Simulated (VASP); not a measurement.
Calculation: rev-vdW-DF2, VASP's PBE PAW potentials (set 64) (plane waves; VASP).

The input files of a VASP run:

File POSCAR:
```
GaN
1
    0.0000000000     2.2600000000     2.2600000000
    2.2600000000     0.0000000000     2.2600000000
    2.2600000000     2.2600000000     0.0000000000
Ga N
1 1
Direct
  0.0000000000   0.0000000000   0.0000000000
  0.2500000000   0.2500000000   0.2500000000
```

**INCAR**
```
# general
SYSTEM   = GaN
PREC     = Accurate
ENCUT    = 520
LREAL    = .False.
LASPH    = .True.   # aspherical one-centre terms

# electronic loop
EDIFF    = 1E-6
NELM     = 100
ALGO     = Normal   # blocked Davidson
LMAXMIX  = 4

# smearing
ISMEAR   = 0
SIGMA    = 0.05   # width (eV)

# functional
GGA      = MK
LUSE_VDW = .True.
AGGAC    = 0.0
PARAM1   = 0.1234568
PARAM2   = 0.7114
ZAB_VDW  = -1.8867

# ions
IBRION   = 2   # conjugate gradients
NSW      = 60
ISIF     = 3
EDIFFG   = -0.01   # ionic stop

# output
LWAVE    = .False.
LCHARG   = .False.
```

**KPOINTS**
```
Automatic mesh
0
Gamma
9 9 9
0 0 0
```

POTCAR, in this order: Ga_d N (PBE.64 set). Program: vasp_std.

What VASP printed:

OSZICAR:
```
       N       E                     dE             d eps       ncg     rms          rms(c)
DAV:   1     0.981045939123E+02    0.98105E+02   -0.98364E+03   947   0.250E+03
DAV:   2    -0.224634847449E+01   -0.10035E+03   -0.94848E+02  1055   0.374E+02
DAV:   3    -0.100074992418E+02   -0.77612E+01   -0.76998E+01   995   0.924E+01
DAV:   4    -0.101474492913E+02   -0.13995E+00   -0.13981E+00  1134   0.133E+01
DAV:   5    -0.101493363506E+02   -0.18871E-02   -0.18870E-02   995   0.137E+00    0.769E+00
DAV:   6    -0.815775536975E+01    0.19916E+01   -0.60688E+00  1387   0.484E+01    0.266E+00
DAV:   7    -0.815977920557E+01   -0.20238E-02   -0.34421E-01   915   0.818E+00    0.174E+00
DAV:   8    -0.815060381690E+01    0.91754E-02   -0.77277E-02  1050   0.436E+00    0.822E-01
DAV:   9    -0.814526645555E+01    0.53374E-02   -0.22337E-02  1372   0.370E+00    0.198E-01
DAV:  10    -0.814554796492E+01   -0.28151E-03   -0.19347E-03  1061   0.734E-01    0.721E-02
DAV:  11    -0.814545809922E+01    0.89866E-04   -0.38001E-04  1364   0.402E-01    0.138E-02
DAV:  12    -0.814546174405E+01   -0.36448E-05   -0.33531E-05   950   0.672E-02    0.690E-03
DAV:  13    -0.814546118670E+01    0.55735E-06   -0.13141E-06   663   0.164E-02
   1 F= -.81454612E+01 E0= -.81454612E+01  d E =-.814546E+01
       N       E                     dE             d eps       ncg     rms          rms(c)
DAV:   1    -0.815070951564E+01   -0.52478E-02   -0.70392E-02  1060   0.752E+00    0.437E-01
DAV:   2    -0.814664511748E+01    0.40644E-02   -0.66885E-03  1110   0.274E+00    0.197E-01
DAV:   3    -0.814563819927E+01    0.10069E-02   -0.11974E-03  1095   0.136E+00    0.479E-02
DAV:   4    -0.814551064970E+01    0.12755E-03   -0.14672E-04  1217   0.181E-01    0.543E-03
DAV:   5    -0.814550873764E+01    0.19121E-05   -0.51573E-06  1013   0.313E-02    0.373E-03
DAV:   6    -0.814550871300E+01    0.24631E-07   -0.48744E-08   475   0.239E-03
   2 F= -.81455087E+01 E0= -.81455087E+01  d E =-.475263E-04
       N       E                     dE             d eps       ncg     rms          rms(c)
DAV:   1    -0.814653560422E+01   -0.10269E-02   -0.12681E-02  1065   0.317E+00    0.186E-01
DAV:   2    -0.814579631467E+01    0.73929E-03   -0.12379E-03  1110   0.118E+00    0.833E-02
DAV:   3    -0.814561969491E+01    0.17662E-03   -0.21095E-04  1115   0.569E-01    0.209E-02
DAV:   4    -0.814559754612E+01    0.22149E-04   -0.25943E-05  1207   0.775E-02    0.198E-03
DAV:   5    -0.814559741313E+01    0.13299E-06   -0.10602E-06   667   0.150E-02
   3 F= -.81455974E+01 E0= -.81455974E+01  d E =-.136226E-03
```

OUTCAR:
```
------------------------ aborting loop because EDIFF is reached ----------------------------------------
  FORCE on cell =-STRESS in cart. coord.  units (eV):
  Direction    XX          YY          ZZ          XY          YZ          ZX
  --------------------------------------------------------------------------------------
  Total        0.0033616      0.0033616      0.0033616     -0.0000000      0.0000000      0.0000000
  in kB        0.2325047      0.2325047      0.2325047     -0.0000000      0.0000000      0.0000000
  external PRESSURE =       0.2325047 kB  Pullay stress =       0.0000000 kB
  volume of cell :       23.16
      direct lattice vectors                 reciprocal lattice vectors
    -0.000000000  2.262544010  2.262544010    -0.220990176  0.220990176  0.220990176
     2.262544010 -0.000000000  2.262544010     0.220990176 -0.220990176  0.220990176
     2.262544010  2.262544010  0.000000000     0.220990176  0.220990176 -0.220990176
  FREE ENERGIE OF THE ION-ELECTRON SYSTEM (eV)
  ---------------------------------------------------
  free  energy   TOTEN  =        -8.1455974131 eV

  energy  without entropy=       -8.1455974131  energy(sigma->0) =       -8.14559741

 reached required accuracy - stopping structural energy minimisation
```
(Selected blocks of OUTCAR.)

**CONTCAR**
```
GaN
   1.00000000000000
    -0.0000000000000000    2.2625440103703132    2.2625440103703132
     2.2625440103703132   -0.0000000000000000    2.2625440103703132
     2.2625440103703132    2.2625440103703132    0.0000000000000000
  Ga              N
     1     1
Direct
     0.0000000000000000    0.0000000000000000    0.0000000000000000
     0.2500000000000000    0.2500000000000000    0.2500000000000000
```

The compound is GaN in the zinc blende structure, a metastable form; wurtzite is the usual one. This run relaxes it. Symmetry was kept, so distortions that lower it aren't found.
